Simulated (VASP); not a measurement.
All values below come from rev-vdW-DF2, VASP's PBE PAW potentials (set 64) (plane waves; VASP).

Input for VASP

File KPOINTS:
```
Regular mesh
0
G
16 16 16
0 0 0
```

**INCAR**
```
! general
SYSTEM  =TiC
PREC    =Accurate
ENCUT   =520
LREAL   =F
LASPH   =T

! electronic loop
EDIFF   =1E-7
NELM    =100
ALGO    =Normal
LMAXMIX =4

! smearing
ISMEAR  =-5

! functional
GGA     =MK
LUSE_VDW=T
AGGAC   =0.0
PARAM1  =0.1234568
PARAM2  =0.7114
ZAB_VDW =-1.8867

! ions
ISIF    =2

! output
LWAVE   =F
LCHARG  =T
LORBIT  =11
NEDOS   =601
```

File POSCAR:
```
TiC
1
   -0.0000000000     2.1594744114     2.1594744114
    2.1594744114    -0.0000000000     2.1594744114
    2.1594744114     2.1594744114     0.0000000000
Ti C
1 1
Direct
  0.0000000000   0.0000000000   0.0000000000
  0.5000000000   0.5000000000   0.5000000000
```

POTCAR, in this order: Ti_sv C (PBE.64 set). Program: vasp_std.

Output

### OSZICAR
```
       N       E                     dE             d eps       ncg     rms          rms(c)
DAV:   1     0.123164731472E+03    0.12316E+03   -0.85844E+03  3496   0.160E+03
DAV:   2    -0.108046480137E+02   -0.13397E+03   -0.12773E+03  3672   0.386E+02
DAV:   3    -0.205759118203E+02   -0.97713E+01   -0.93802E+01  4556   0.985E+01
DAV:   4    -0.210543013859E+02   -0.47839E+00   -0.47764E+00  4544   0.207E+01
DAV:   5    -0.210713881375E+02   -0.17087E-01   -0.17085E-01  4676   0.344E+00    0.190E+01
DAV:   6    -0.161605967882E+02    0.49108E+01   -0.32611E+01  4156   0.709E+01    0.731E+00
DAV:   7    -0.154925084936E+02    0.66809E+00   -0.49700E+00  4248   0.289E+01    0.506E+00
DAV:   8    -0.154578340649E+02    0.34674E-01   -0.14477E-01  3712   0.503E+00    0.313E+00
DAV:   9    -0.154564854463E+02    0.13486E-02   -0.15017E-01  3892   0.491E+00    0.793E-01
DAV:  10    -0.154536035966E+02    0.28818E-02   -0.15659E-02  4976   0.180E+00    0.569E-01
DAV:  11    -0.154522541548E+02    0.13494E-02   -0.63514E-03  3780   0.126E+00    0.133E-01
DAV:  12    -0.154522563545E+02   -0.21997E-05   -0.37625E-04  3836   0.268E-01    0.343E-02
DAV:  13    -0.154522397144E+02    0.16640E-04   -0.22501E-05  5152   0.665E-02    0.126E-02
DAV:  14    -0.154522371727E+02    0.25417E-05   -0.17964E-06  3876   0.114E-02    0.209E-03
DAV:  15    -0.154522368618E+02    0.31097E-06   -0.13506E-07  3000   0.386E-03    0.590E-04
DAV:  16    -0.154522366995E+02    0.16232E-06   -0.47450E-08  1976   0.208E-03    0.225E-04
DAV:  17    -0.154522367094E+02   -0.98917E-08   -0.14150E-08  1856   0.123E-03
   1 F= -.15452237E+02 E0= -.15452237E+02  d E =0.000000E+00
```

OUTCAR:
```
------------------------ aborting loop because EDIFF is reached ----------------------------------------
  FORCE on cell =-STRESS in cart. coord.  units (eV):
  Direction    XX          YY          ZZ          XY          YZ          ZX
  --------------------------------------------------------------------------------------
  Total       -0.0034292     -0.0034292     -0.0034292      0.0000000      0.0000000      0.0000000
  in kB       -0.2727941     -0.2727941     -0.2727941      0.0000000      0.0000000      0.0000000
  external PRESSURE =      -0.2727941 kB  Pullay stress =       0.0000000 kB
  volume of cell :       20.14
      direct lattice vectors                 reciprocal lattice vectors
     0.000000000  2.159474411  2.159474411    -0.231537821  0.231537821  0.231537821
     2.159474411  0.000000000  2.159474411     0.231537821 -0.231537821  0.231537821
     2.159474411  2.159474411  0.000000000     0.231537821  0.231537821 -0.231537821
 POSITION                                       TOTAL-FORCE (eV/Angst)
 -----------------------------------------------------------------------------------
      0.00000      0.00000      0.00000         0.000000      0.000000      0.000000
      2.15947      2.15947      2.15947        -0.000000     -0.000000     -0.000000
 -----------------------------------------------------------------------------------
    total drift:                                0.000000     -0.000000     -0.000000
  FREE ENERGIE OF THE ION-ELECTRON SYSTEM (eV)
  ---------------------------------------------------
  free  energy   TOTEN  =       -15.4522367094 eV

  energy  without entropy=      -15.4522367094  energy(sigma->0) =      -15.45223671

 total charge

# of ion       s       p       d       tot
------------------------------------------
    1        2.199   6.252   1.978  10.429
    2        0.897   1.514   0.000   2.410
--------------------------------------------------
tot          3.096   7.765   1.978  12.840
```
(Selected blocks of OUTCAR.)

For a metal the tetrahedron method with Blöchl corrections gives inexact stress and forces.

The compound is TiC in the rock salt structure. It was relaxed first.
